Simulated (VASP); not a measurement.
# RbGeN (I4_1md) in VASP: reference runs

Reference runs on RbGeN: the cell as given.

Everything below comes from runs of VASP 6.6.1. Logs are shortened: lines on timing, memory, paths and dates and some standing lists are left out, and cuts for length are marked.

**1. The structure**

The structure is tetragonal, space group I4_1md (No. 109). Conventional cell: a = 5.070 Å, b = 5.070 Å, c = 12.763 Å, α = 90.00°, β = 90.00°, γ = 90.00°. Rb (site symmetry 2mm) has 2 N at 3.06 Å as nearest neighbours. Ge (site symmetry 2mm) has 1 N at 1.73 Å as nearest neighbours. Around N (site symmetry 2mm) lie 1 Ge at 1.73 Å.

The cell was built by a generator and needn't be a form met in nature.

**2. Single point, PBE**

Contents of INCAR:

```
SYSTEM = RbGeN
ALGO = Normal ; EDIFF = 1E-7
ENCUT = 520 ; GGA = PE
ISIF = 2 ; ISMEAR = -1
LASPH = .True. ; LCHARG = .False.
LREAL = .False. ; LWAVE = .False.
NBANDS = 37 ; NELM = 100
PREC = Accurate ; SIGMA = 0.05
```

Contents of KPOINTS:

```
k-points
0
Gamma
  8 8 8
  0 0 0
```

Contents of POSCAR:

```
RbGeN
1.0
   -2.5348500000      2.5348500000      6.3817200000
    2.5348500000     -2.5348500000      6.3817200000
    2.5348500000      2.5348500000     -6.3817200000
Rb Ge N
2 2 2
Direct
    0.5503900000      0.5503900000      0.0000000000
    0.3003900000      0.8003900000      0.5000000000
    0.0299400000      0.0299400000      0.0000000000
    0.7799400000      0.2799400000      0.5000000000
    0.1655800000      0.1655800000      0.0000000000
    0.9155800000      0.4155800000      0.5000000000
```

Potentials or basis: VASP PAW PBE potentials, release 64 (Rb_sv, Ge_d, N).

The run is started by

```sh
$ cat potpaw_PBE.64/Rb_sv/POTCAR potpaw_PBE.64/Ge_d/POTCAR potpaw_PBE.64/N/POTCAR > POTCAR
$ mpirun -np 1 vasp_std > vasp.out
```

OUTCAR:

```text
SYSTEM = RbGeN
   EDIFF = 1E-7
   ENCUT = 520
   GGA = PE
   ISIF = 2
   ISMEAR = -1
   LASPH = .True.
   LREAL = .False.
   NELM = 100
   PREC = Accurate

 ion  position               nearest neighbor table
   1  0.550  0.550  0.000-   6 3.06   6 3.06   3 3.59   3 3.59   3 3.59   3 3.59   4 3.87   4 3.87
                             2 4.08   2 4.08   2 4.08   2 4.08   4 4.28   4 4.28
   2  0.300  0.800  0.500-   5 3.06   5 3.06   4 3.59   4 3.59   4 3.59   4 3.59   3 3.87   3 3.87
                             1 4.08   1 4.08   1 4.08   1 4.08   3 4.28   3 4.28
   3  0.030  0.030  0.000-   5 1.73   1 3.59   1 3.59   1 3.59   1 3.59   2 3.87   2 3.87   2 4.28
                             2 4.28
   4  0.780  0.280  0.500-   6 1.73   2 3.59   2 3.59   2 3.59   2 3.59   1 3.87   1 3.87   1 4.28
                             1 4.28
   5  0.166  0.166  0.000-   3 1.73   2 3.06   2 3.06
   6  0.916  0.416  0.500-   4 1.73   1 3.06   1 3.06

  LATTYP: Found a body centered tetragonal cell.
 ALAT       =     5.0697000000
 C/A-ratio  =     2.5175927570

  Lattice vectors:

 A1 = (  -2.5348500000,   2.5348500000,   6.3817200000)
 A2 = (   2.5348500000,  -2.5348500000,   6.3817200000)
 A3 = (   2.5348500000,   2.5348500000,  -6.3817200000)

Analysis of symmetry for initial positions (statically):
=====================================================================
 Subroutine PRICEL returns:
 Original cell was already a primitive cell.

 Routine SETGRP: Setting up the symmetry group for a
 body centered tetragonal supercell.

 Subroutine GETGRP returns: Found  8 space group operations
 (whereof  4 operations were pure point group operations)
 out of a pool of 16 trial point group operations.

The static configuration has the point symmetry C_2v.
 The point group associated with its full space group is C_4v.

Analysis of symmetry for dynamics (positions and initial velocities):
=====================================================================
 Subroutine PRICEL returns:
 Original cell was already a primitive cell.

 Routine SETGRP: Setting up the symmetry group for a
 body centered tetragonal supercell.

 Subroutine GETGRP returns: Found  8 space group operations
 (whereof  4 operations were pure point group operations)
 out of a pool of 16 trial point group operations.

The dynamic configuration has the point symmetry C_2v.
 The point group associated with its full space group is C_4v.

 Subroutine INISYM returns: Found  8 space group operations
 (whereof  4 operations are pure point group operations),
 and found     1 'primitive' translations
[... 106 lines left out ...]
   NSW    =      0    number of steps for IOM
   IBRION =     -1    ionic relax: 0-MD 1-quasi-New 2-CG
   NFREE  =      0    steps in history (QN), initial steepest desc. (CG)
   ISIF   =      2    stress and relaxation
   ISYM   =      2    0-nonsym 1-usesym 2-fastsym
   POTIM  = 0.5000    time-step for ionic-motion
   TEBEG  =    0.0;   TEEND  =   0.0 temperature during run
   PSTRESS=    0.0 pullay stress
   NELECT =      56.0000    total number of electrons
   NUPDOWN=      -1.0000    fix difference up-down
   EMIN   =  10.00;   EMAX   =-10.00  energy-range for DOS
   EFERMI =   0.00;   METHOD = LEGACY
   ISMEAR =    -1;   SIGMA  =   0.05  broadening in eV -4-tet -1-fermi 0-gaus
   EFERMI_NEDOS =   21; number of points for ismear=-14 and -15
   IALGO  =     38    algorithm
   IMIX   =      4    mixing-type and parameters
     AMIX     =   0.40;   BMIX     =  1.00
     AMIX_MAG =   1.60;   BMIX_MAG =  1.00
  volume/ion in A,a.u.               =      27.34       184.48
  Fermi-wavevector in a.u.,A,eV,Ry     =   1.144204  2.162232 17.812782  1.309203
  Thomas-Fermi vector in A             =   2.280897
   LORBIT       =      0    0 simple, 1 ext, 2 COOP (PROOUT), +10 PAW based schemes
   GGA     = PE    functional components
   LHFCALC =     F    Hartree Fock is set to
   AEXX    =    0.0000 exact exchange contribution
   IVDW    =     0    specifies the selected vdW correction
   LEPSILON=     F    determine dielectric tensor
   LRPA    =     F    only Hartree local field effects (RPA)
 non-spin polarized calculation
  energy-cutoff  :      520.00
  volume of cell :      164.02
 maximum number of plane-waves:      4443
   NGX = 27   NGY = 27   NGZ = 27

 number of electron      56.0000008 magnetization

 Free energy of the ion-electron system (eV)
  ---------------------------------------------------
  ext. energy  EPLUGINS =         0.00000000
  ---------------------------------------------------
  free energy    TOTEN  =       -25.67189566 eV

  energy without entropy =      -25.67189552  energy(sigma->0) =      -25.67189559

 E-fermi :   1.8077     XC(G=0):  -8.2247

 val. band max:        1.0527629935   @ k =  -0.2500   0.2500   0.1250
 cond. band min:       2.5379155150   @ k =  -0.3750   0.3750   0.3750
 fundamental gap:      1.4851525214
 Fermi energy:         1.8077086791

 k-point     1 :       0.0000    0.0000    0.0000
  band No.  band energies     occupation
      1     -25.7161      2.00000
      2     -25.6722      2.00000
      3     -22.3625      2.00000
      4     -22.3614      2.00000
      5     -22.3606      2.00000
      6     -22.3598      2.00000
[... 949 lines left out ...]
     36       6.9903      0.00000
     37       7.3035      0.00000

 [... further k-points ...]

------------------------ aborting loop because EDIFF is reached ----------------------------------------

  FORCE on cell =-STRESS in cart. coord.  units (eV):
  Direction    XX          YY          ZZ          XY          YZ          ZX
  --------------------------------------------------------------------------------------
  -------------------------------------------------------------------------------------
  Total        0.0022351      0.0022351     -0.3753918      0.0000000      0.0000000      0.0000000
  in kB        0.0218322      0.0218322     -3.6668496      0.0000000      0.0000000      0.0000000
  external PRESSURE =      -1.2077284 kB  Pullay stress =       0.0000000 kB

 VOLUME and BASIS-vectors are now :
 -----------------------------------------------------------------------------
  energy-cutoff  :      520.00
  volume of cell :      164.02
      direct lattice vectors                 reciprocal lattice vectors
    -2.534850000  2.534850000  6.381720000     0.000000000  0.197250330  0.078348784
     2.534850000 -2.534850000  6.381720000     0.197250330  0.000000000  0.078348784
     2.534850000  2.534850000 -6.381720000     0.197250330  0.197250330  0.000000000

 POSITION                                       TOTAL-FORCE (eV/Angst)
 -----------------------------------------------------------------------------------
      0.00000      0.00000      7.02487         0.000000      0.000000      0.002329
      2.53485     -0.00000      3.83401         0.000000      0.000000      0.002329
      0.00000      0.00000      0.38214        -0.000000      0.000000      0.105633
      0.00000      2.53485      3.57300         0.000000     -0.000000      0.105633
      0.00000      0.00000      2.11337         0.000000      0.000000     -0.107963
      0.00000      2.53485      5.30423        -0.000000     -0.000000     -0.107963
 -----------------------------------------------------------------------------------
    total drift:                                0.000003      0.000003      0.000990

  FREE ENERGIE OF THE ION-ELECTRON SYSTEM (eV)
  ---------------------------------------------------
  free  energy   TOTEN  =       -25.6718956626 eV

  energy  without entropy=      -25.6718955160  energy(sigma->0) =      -25.67189559
```

OSZICAR:

```text
N       E                     dE             d eps       ncg     rms          rms(c)
DAV:   1     0.584871545447E+03    0.58487E+03   -0.25058E+04  5407   0.258E+03
DAV:   2     0.679939178382E+02   -0.51688E+03   -0.49448E+03  4763   0.740E+02
DAV:   3    -0.237491366410E+02   -0.91743E+02   -0.90520E+02  5094   0.183E+02
DAV:   4    -0.321383449835E+02   -0.83892E+01   -0.83556E+01  6276   0.583E+01
DAV:   5    -0.323826751409E+02   -0.24433E+00   -0.24412E+00  6443   0.941E+00    0.144E+01
DAV:   6    -0.274769910810E+02    0.49057E+01   -0.61182E+01  7106   0.346E+01    0.117E+01
DAV:   7    -0.257905135096E+02    0.16865E+01   -0.11519E+01  5890   0.121E+01    0.417E+00
DAV:   8    -0.257038575452E+02    0.86656E-01   -0.12362E+00  5030   0.476E+00    0.158E+00
DAV:   9    -0.256694016396E+02    0.34456E-01   -0.23610E-01  6902   0.220E+00    0.762E-01
DAV:  10    -0.256745932037E+02   -0.51916E-02   -0.76343E-02  5881   0.117E+00    0.474E-01
DAV:  11    -0.256718331490E+02    0.27601E-02   -0.12877E-02  5943   0.528E-01    0.164E-01
DAV:  12    -0.256718802992E+02   -0.47150E-04   -0.20588E-03  5415   0.201E-01    0.389E-02
DAV:  13    -0.256718918302E+02   -0.11531E-04   -0.16597E-04  6633   0.783E-02    0.171E-02
DAV:  14    -0.256718947048E+02   -0.28746E-05   -0.31132E-05  6897   0.280E-02    0.118E-02
DAV:  15    -0.256718955080E+02   -0.80318E-06   -0.76160E-06  5775   0.136E-02    0.580E-03
DAV:  16    -0.256718956997E+02   -0.19169E-06   -0.12883E-06  4655   0.545E-03    0.170E-03
DAV:  17    -0.256718956626E+02    0.37138E-07   -0.27881E-07  4083   0.270E-03
   1 F= -.25671896E+02 E0= -.25671896E+02  d E =-.146545E-06
```

Wall time 8.7 min (1 thread of Intel Xeon Platinum 8488C (Sapphire Rapids), shared host); peak memory 0.6 GiB.

What came out:

* Free energy: -25.6719 eV
* Pressure: -0.1 GPa
* Largest force: 0.108 eV/Å
* Band gap on the k mesh: 1.49 eV, indirect (least direct gap 1.63 eV)

Forces on the atoms (eV/Å):
```
Rb   0.000  0.000  0.002
Rb   0.000  0.000  0.002
Ge   0.000  0.000  0.106
Ge   0.000  0.000  0.106
N    0.000  0.000 -0.108
N    0.000  0.000 -0.108
```

Stress tensor (GPa, compression positive):
```
 0.00  0.00  0.00
 0.00  0.00  0.00
 0.00  0.00 -0.37
```

Levels at points of the mesh, in eV from the valence-band top:
| k point | band 24 | band 25 | band 26 | band 27 | band 28 | band 29 | band 30 | band 31 | band 32 | band 33 |
| --- | --- | --- | --- | --- | --- | --- | --- | --- | --- | --- |
| (0.00, 0.00, 0.00) | -1.86 | -1.86 | -1.17 | -1.17 | -0.28 | 2.73 | 2.73 | 3.25 | 3.68 | 4.13 |
| (0.50, 0.00, 0.00) | -2.07 | -2.03 | -1.02 | -0.75 | -0.17 | 1.68 | 1.92 | 2.92 | 3.84 | 4.74 |
| (0.50, 0.50, 0.00) | -2.26 | -1.31 | -1.31 | -0.25 | -0.25 | 1.88 | 1.88 | 3.49 | 3.49 | 5.16 |
| (0.50, 0.50, 0.50) | -1.99 | -1.00 | -1.00 | -0.82 | -0.82 | 2.02 | 2.02 | 3.35 | 3.35 | 4.49 |

A k mesh can miss the band edges. PBE gaps usually lie below the measured ones, often by a third to a half.
